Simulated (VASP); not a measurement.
Here is the system:

```xyz
1
Lattice="-1.4785 1.4785 1.4785 1.4785 -1.4785 1.4785 1.4785 1.4785 -1.4785" Properties=species:S:1:pos:R:3 pbc="T T T"
V      0.0000     0.0000     0.0000
```

Computed with PBE GGA with D3 dispersion (zero damping), VASP's PBE PAW potentials (set 64) (plane waves; VASP). Numerical set-up: 520 eV cut-off, Gaussian smearing of 0.050 eV, potentials V_sv.

Task: What does the run give for the band gap (along the path) with the smallest direct gap where there is one?

Result: 
| Property | Value |
|---|---|
| band gap (along the path) | none (metal, semimetal or under 0.01 eV) |

The absolute energy has meaning only against runs of the same code, potentials and settings.

The compound is V in the bcc structure. It was relaxed first, which changed the volume by -7 %. The run is not spin-polarised, so no magnetic state was tried.
